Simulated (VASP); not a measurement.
Calculation: G0W0 on PBE orbitals, VASP's PBE PAW potentials (set 64) (plane waves; VASP).

VASP ran on this input.

### KPOINTS
```
Automatic mesh
0
Gamma
4 4 4
0 0 0
```

### INCAR
```
LASPH = T   # aspherical one-centre terms
NBANDSGW = 12
LSPECTRALGW = T
PREC = Normal
LWAVE = F
LCHARG = F
SYSTEM = BN
NOMEGA = 64
NBANDS = 160
SIGMA = 0.01   # width (eV)
ENCUT = 500   # plane-wave cut-off (eV)
NELMGW = 1
ALGO = EVGW0
LREAL = F   # projection in real space or not
ISMEAR = 0
GGA = PE
ENCUTGW = 200
```

**POSCAR**
```
BN
1
    0.0000000000     1.8075000000     1.8075000000
    1.8075000000     0.0000000000     1.8075000000
    1.8075000000     1.8075000000     0.0000000000
B N
1 1
Direct
  0.0000000000   0.0000000000   0.0000000000
  0.2500000000   0.2500000000   0.2500000000
```

POTCAR, in this order: B_GW N_GW_new (PBE.64 set). Program: vasp_std. Read from the step before: WAVECAR, WAVEDER.

The resulting files:

**OSZICAR**
```
energies w=
    0.000    0.000    0.900    0.000    1.797    0.000    2.691    0.000
    3.578    0.000    4.458    0.000    5.329    0.000    6.190    0.000
    7.040    0.000    7.879    0.000    8.706    0.000    9.521    0.000
   10.325    0.000   11.119    0.000   11.902    0.000   12.677    0.000
   13.443    0.000   14.203    0.000   14.957    0.000   15.706    0.000
   16.453    0.000   17.199    0.000   17.945    0.000   18.694    0.000
   19.446    0.000   20.205    0.000   20.972    0.000   21.750    0.000
   22.540    0.000   23.345    0.000   24.169    0.000   25.015    0.000
   25.884    0.000   26.783    0.000   27.714    0.000   28.682    0.000
   29.693    0.000   30.752    0.000   31.867    0.000   33.045    0.000
   34.295    0.000   35.629    0.000   37.057    0.000   38.596    0.000
   40.262    0.000   42.076    0.000   44.065    0.000   46.259    0.000
   48.696    0.000   51.426    0.000   54.507    0.000   58.021    0.000
   62.068    0.000   66.786    0.000   72.360    0.000   79.050    0.000
   87.229    0.000   97.454    0.000  110.594    0.000  128.089    0.000
  152.499    0.000  188.869    0.000  248.707    0.000  365.219    0.000
NQ=   1    0.0000    0.0000    0.0000,
 performed        110000 updates of chi_q(r,r)
NQ=   2    0.2500    0.0000    0.0000,
 performed        328000 updates of chi_q(r,r)
NQ=   3    0.5000    0.0000    0.0000,
 performed        515000 updates of chi_q(r,r)
NQ=   4    0.2500    0.2500    0.0000,
 performed        733000 updates of chi_q(r,r)
NQ=   5    0.5000    0.2500    0.0000,
 performed       1035000 updates of chi_q(r,r)
NQ=   6   -0.2500    0.2500    0.0000,
 performed       1306000 updates of chi_q(r,r)
NQ=   7    0.5000    0.5000    0.0000,
 performed       1470000 updates of chi_q(r,r)
NQ=   8   -0.2500    0.5000    0.2500,
 performed       1680000 updates of chi_q(r,r)
 resolving degeneracies of screened two electron integrals
```

**OUTCAR**
```


 k-point   1 :       0.0000    0.0000    0.0000
  band No.  KS-energies  QP-energies   sigma(KS)   V_xc(KS)     V^pw_x(r,r')   Z            occupation Imag(sigma)

      1     -11.5113     -13.5713     -18.1251     -15.4798     -26.4803       0.7788       2.0000       1.4141
      2       8.7364       7.6325     -19.6220     -18.2769     -22.0858       0.8207       2.0000       0.0695
      3       8.7364       7.6325     -19.6220     -18.2769     -22.0858       0.8207       2.0000       0.0695
      4       8.7364       7.6325     -19.6220     -18.2769     -22.0858       0.8207       2.0000       0.0695
      5      17.5264      18.6605     -12.4128     -13.7793      -6.9070       0.8299       0.0000      -0.0876
      6      17.5264      18.6605     -12.4128     -13.7793      -6.9070       0.8299       0.0000      -0.0876
      7      17.5264      18.6605     -12.4128     -13.7793      -6.9070       0.8299       0.0000      -0.0876
      8      19.0803      19.9883     -14.3080     -15.4273      -8.2726       0.8112       0.0000      -0.1081
      9      33.4638      33.7428     -11.0727     -11.4239      -3.2841       0.7943       0.0000      -0.5500
     10      36.4716      37.3506     -12.2606     -13.3287      -5.4777       0.8229       0.0000      -0.5270
     11      36.4716      37.3506     -12.2606     -13.3287      -5.4777       0.8229       0.0000      -0.5270
     12      37.0917      37.5082     -10.5580     -11.0699      -3.0356       0.8135       0.0000      -0.8005

 k-point   2 :       0.2500    0.0000    0.0000
  band No.  KS-energies  QP-energies   sigma(KS)   V_xc(KS)     V^pw_x(r,r')   Z            occupation Imag(sigma)

      1     -10.0311     -11.9537     -18.2775     -15.7639     -26.3287       0.7649       2.0000       1.1845
      2       3.2459       1.7248     -18.1096     -16.2132     -21.6945       0.8021       2.0000       0.1118
      3       7.6035       6.4212     -19.1260     -17.6811     -21.7716       0.8182       2.0000       0.0744
      4       7.6035       6.4212     -19.1260     -17.6811     -21.7716       0.8182       2.0000       0.0744
      5      18.3620      19.2925     -13.3139     -14.4441      -7.6415       0.8233       0.0000      -0.0949
      6      19.0515      20.2484     -12.7793     -14.2332      -6.9810       0.8232       0.0000      -0.0979
      7      19.0515      20.2484     -12.7793     -14.2332      -6.9810       0.8232       0.0000      -0.0979
      8      22.3070      23.5051     -14.5728     -16.0784      -7.9181       0.7958       0.0000      -0.1415
      9      32.1672      32.5719     -10.5323     -11.0365      -3.1836       0.8027       0.0000      -0.4467
     10      32.3106      33.0007     -11.4097     -12.2475      -4.7698       0.8237       0.0000      -0.3869
     11      32.3106      33.0007     -11.4097     -12.2475      -4.7698       0.8237       0.0000      -0.3869
     12      36.5860      37.2505     -11.6987     -12.5327      -3.4329       0.7968       0.0000      -0.9077

 k-point   3 :       0.5000    0.0000    0.0000
  band No.  KS-energies  QP-energies   sigma(KS)   V_xc(KS)     V^pw_x(r,r')   Z            occupation Imag(sigma)

      1      -7.2873      -9.0584     -19.1855     -16.8520     -26.7260       0.7590       2.0000       0.8443
      2      -1.9750      -3.7362     -16.7866     -14.5029     -21.7136       0.7712       2.0000       0.2389
      3       6.7895       5.5366     -18.9610     -17.4242     -21.8182       0.8153       2.0000       0.0799
      4       6.7895       5.5366     -18.9610     -17.4242     -21.8182       0.8153       2.0000       0.0799
      5      18.8615      19.7149     -13.6027     -14.6409      -7.8394       0.8220       0.0000      -0.0979
      6      19.4182      20.5512     -12.5329     -13.9059      -6.7276       0.8253       0.0000      -0.0988
      7      19.4182      20.5512     -12.5329     -13.9059      -6.7276       0.8253       0.0000      -0.0988
      8      23.9983      25.1006     -13.6543     -15.0528      -6.5833       0.7882       0.0000      -0.1782
      9      32.1828      32.8353     -11.5675     -12.3911      -3.9170       0.7922       0.0000      -0.4264
     10      35.5163      36.4932     -12.2529     -13.4879      -3.8863       0.7910       0.0000      -0.8257
     11      35.6353      36.4770     -12.2694     -13.3201      -4.4191       0.8011       0.0000      -0.7021
     12      35.6353      36.4770     -12.2694     -13.3201      -4.4191       0.8011       0.0000      -0.7021

 k-point   4 :       0.2500    0.2500    0.0000
  band No.  KS-energies  QP-energies   sigma(KS)   V_xc(KS)     V^pw_x(r,r')   Z            occupation Imag(sigma)

      1      -9.5459     -11.4427     -18.3185     -15.8567     -26.2737       0.7705       2.0000       1.1214
      2       4.7500       3.2847     -18.9916     -17.1727     -22.3634       0.8056       2.0000       0.0978
      3       5.7154       4.3962     -18.4340     -16.8103     -21.4274       0.8124       2.0000       0.0864
      4       5.7154       4.3962     -18.4340     -16.8103     -21.4274       0.8124       2.0000       0.0864
      5      15.5037      16.2986     -12.1815     -13.1321      -7.0029       0.8363       0.0000      -0.0802
      6      20.2641      21.1625     -12.9311     -14.0266      -7.0041       0.8201       0.0000      -0.1064
      7      22.1634      23.5348     -13.6899     -15.3960      -7.1862       0.8038       0.0000      -0.1309
      8      22.1634      23.5348     -13.6899     -15.3960      -7.1862       0.8038       0.0000      -0.1309
      9      26.9986      27.8390     -12.8551     -13.8964      -6.1229       0.8070       0.0000      -0.2138
     10      35.8773      36.6339     -11.8279     -12.7934      -3.4630       0.7836       0.0000      -0.8117
     11      39.3183      40.2003     -12.2934     -13.3556      -5.1355       0.8304       0.0000      -0.7971
     12      42.1288      42.7292     -10.6211     -11.3392      -2.7749       0.8362       0.0000      -1.2288

 k-point   5 :       0.5000    0.2500    0.0000
  band No.  KS-energies  QP-energies   sigma(KS)   V_xc(KS)     V^pw_x(r,r')   Z            occupation Imag(sigma)

      1      -6.8454      -8.5820     -19.1338     -16.8318     -26.5302       0.7544       2.0000       0.7653
      2      -0.0285      -1.7299     -17.4048     -15.2269     -21.8463       0.7812       2.0000       0.1717
      3       3.5696       2.0549     -18.0168     -16.1346     -21.4942       0.8048       2.0000       0.1065
      4       5.0706       3.6949     -18.3781     -16.6820     -21.5571       0.8111       2.0000       0.0921
      5      16.2596      16.9993     -12.2888     -13.1735      -7.0580       0.8361       0.0000      -0.0826
      6      21.8167      22.8225     -13.4121     -14.6494      -7.2632       0.8129       0.0000      -0.1182
      7      23.1847      24.5407     -13.5463     -15.2448      -6.7689       0.7983       0.0000      -0.1504
      8      23.3240      24.5516     -13.6389     -15.1829      -6.7982       0.7950       0.0000      -0.1555
      9      28.6695      29.7356     -13.5561     -14.9200      -5.9810       0.7816       0.0000      -0.2872
     10      35.1895      36.2946     -12.4440     -13.8456      -4.0814       0.7884       0.0000      -0.7617
     11      37.3475      38.1752     -12.0123     -13.0247      -4.3782       0.8176       0.0000      -0.7758
     12      40.8972      41.4819     -10.8098     -11.5124      -3.1380       0.8321       0.0000      -1.0370

 k-point   6 :      -0.2500    0.2500    0.0000
  band No.  KS-energies  QP-energies   sigma(KS)   V_xc(KS)     V^pw_x(r,r')   Z            occupation Imag(sigma)

      1      -7.8473      -9.6357     -18.7647     -16.3924     -26.3460       0.7539       2.0000       0.8816
      2       1.1454      -0.4776     -17.7786     -15.7187     -21.9350       0.7879       2.0000       0.1455
      3       3.1268       1.5809     -17.8168     -15.8888     -21.3761       0.8018       2.0000       0.1115
      4       6.6360       5.3787     -18.8296     -17.2871     -21.6714       0.8150       2.0000       0.0801
      5      18.4369      19.3431     -12.4953     -13.5882      -6.9059       0.8292       0.0000      -0.0930
      6      20.8862      22.1842     -13.0837     -14.6858      -6.7738       0.8102       0.0000      -0.1198
      7      21.5977      22.6662     -13.6220     -14.9464      -7.2884       0.8067       0.0000      -0.1274
      8      23.2456      24.5167     -14.8101     -16.4144      -8.0086       0.7924       0.0000      -0.1491
      9      30.2142      31.0713     -11.8486     -12.9369      -4.3194       0.7876       0.0000      -0.3417
     10      30.7611      31.4470     -11.3516     -12.1784      -5.0053       0.8295       0.0000      -0.2988
     11      35.4987      36.5406     -12.5663     -13.8777      -4.1525       0.7945       0.0000      -0.8073
     12      42.5823      43.1172     -10.9755     -11.6163      -3.1083       0.8348       0.0000      -1.2516

 k-point   7 :       0.5000    0.5000    0.0000
  band No.  KS-energies  QP-energies   sigma(KS)   V_xc(KS)     V^pw_x(r,r')   Z            occupation Imag(sigma)

      1      -5.9180      -7.5976     -19.4796     -17.2557     -26.6882       0.7553       2.0000       0.6749
      2      -0.1982      -1.9889     -17.5769     -15.2728     -22.1828       0.7772       2.0000       0.1770
      3       3.8197       2.3617     -18.1325     -16.3185     -21.6103       0.8037       2.0000       0.1043
      4       3.8197       2.3617     -18.1325     -16.3185     -21.6103       0.8037       2.0000       0.1043
      5      13.1712      13.7086     -11.8897     -12.5264      -7.1066       0.8439       0.0000      -0.0718
      6      17.9327      18.5750     -11.9303     -12.6953      -6.5969       0.8397       0.0000      -0.0845
      7      26.6597      28.1566     -14.4385     -16.3841      -6.4652       0.7694       0.0000      -0.2643
      8      26.6597      28.1566     -14.4385     -16.3841      -6.4652       0.7694       0.0000      -0.2643
      9      29.5358      30.6917     -14.8660     -16.3718      -6.7934       0.7677       0.0000      -0.3357
...
```
(Selected blocks of OUTCAR.)

The mesh is coarse and the basis finite, so the quasiparticle values are not converged.

The compound is BN in the zinc blende structure. The cell was not relaxed at this level. The k-mesh is coarse (spacing up to 0.75 per Å, 2π included), so the numbers may not be converged in it.
